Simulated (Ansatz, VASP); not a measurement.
## Two plane-wave programs on SrMg6Ni

```
Sr Ni Mg
1.0
     4.48525    0.00000    0.00000
     0.00000    3.12818    7.11880
     0.00000   -3.12818    7.11880
Sr Ni Mg
1 1 6
Direct
  0.50000 0.71824 0.71824
  0.00000 0.89580 0.89580
  0.50000 0.13356 0.13356
  0.50000 0.16521 0.67935
  0.50000 0.67935 0.16521
  0.00000 0.30519 0.30519
  0.00000 0.30494 0.79770
  0.00000 0.79770 0.30494
```

The cell comes from a database or a generator and needn't be the stable form of this composition.

Alike in both runs: task single point; functional PBE; k mesh 6 × 5 × 5; occupations gaussian, width 0.1 eV; collinear spin, ferromagnetic start.

|  | VASP | Ansatz |
| --- | --- | --- |
| version | VASP 6.6.1 | Ansatz 0.2.0 |
| potentials or method | VASP PAW PBE potentials, release 64 (Sr_sv, Ni, Mg) | Ansatz PAW |
| plane-wave cutoff (eV) | 520 | 420 |
| valence electrons in the cell | 32 | 88 |

```tsv
	VASP	Ansatz	Ansatz less VASP
gap on the k mesh at the Fermi level (eV)	none	none	-
pressure (GPa)	-0.1	-0.1	+0.03
largest component of the traceless stress (GPa)	0.35	0.34	-0.006
rms of the force components (eV/Å)	0.021	0.022	+0.0010
net moment per atom (μB)	0.00	0.00	0.000
```

Atom by atom the forces differ by 0.003 eV/Å (rms over components). A gap of «none» marks a metal or a gap that the smearing closes. The two sets of potentials don't hold the same shells in valence.

Caveats: the starting moments weren't kept (Ansatz).
